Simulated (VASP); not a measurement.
Computed with LDA (Ceperley-Alder, Perdew-Zunger), VASP's LDA PAW potentials (set 64) (plane waves; VASP).

A VASP calculation is set up with these files.

File KPOINTS:
```
Automatic mesh
0
Gamma
9 9 8
0 0 0
```

**INCAR**
```
SYSTEM = TiSi2
PREC = Accurate; ENCUT = 210; LREAL = .False.
LASPH = .True.
EDIFF = 1E-6; NELM = 100; ALGO = Normal
LMAXMIX = 4
ISMEAR = 0; SIGMA = 0.1
ISIF = 2
LWAVE = .False.; LCHARG = .False.
```

POSCAR:
```
TiSi2
1
    1.7737540000    -6.7924000000     0.0000000000
    1.7737540000     6.7924000000     0.0000000000
    0.0000000000     0.0000000000     3.5826390000
Ti Si
2 4
Direct
  0.8968800000   0.1031200000   0.7500000000
  0.1031200000   0.8968800000   0.2500000000
  0.5582500000   0.4417500000   0.7500000000
  0.4417500000   0.5582500000   0.2500000000
  0.2496900000   0.7503100000   0.7500000000
  0.7503100000   0.2496900000   0.2500000000
```

POTCAR, in this order: Ti_sv Si (LDA.64 set). Program: vasp_std.

Problem. What will the output report for the number of irreducible k-points (NKPTS), largest plane-wave count, number of space-group operations, FFT grid (NGX, NGY, NGZ)?

Solution. 
```
Item                                          Result
--------------------------------------  ------------
number of irreducible k-points (NKPTS)           125
largest plane-wave count                         608
number of space-group operations                   8
FFT grid (NGX, NGY, NGZ)                36 × 36 × 18
```

The structure comes from a computed database's TiSi2 entry; how it stands against other phases isn't given here. The cell was not relaxed at this level. The run is one of a series of settings (ENCUT = 210 against the base run), some of them coarse on purpose.
